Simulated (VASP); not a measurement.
Given:

```
CELL_PARAMETERS angstrom
      1.13335    -1.96302     0.00000
      1.13335     1.96302     0.00000
      0.00000     0.00000     3.55749
ATOMIC_POSITIONS crystal
  Be 0.33333 0.66667 0.25000
  Be 0.66667 0.33333 0.75000
```

Method: PBE GGA, VASP's PBE PAW potentials (set 64) (plane waves; VASP). Run with 480 eV cut-off, 18×18×10 Γ-centred mesh, first-order Methfessel-Paxton smearing of 0.10 eV, potentials Be.

**Question.** Give the stress tensor in GPa (positive for a compressed cell).

**Answer.** 
```
-0.90   0.00   0.00
 0.00  -0.90   0.00
 0.00   0.00   1.90
```
The pressure is its mean diagonal, 0.03 GPa.

The compound is Be in the hcp structure. It was relaxed first.
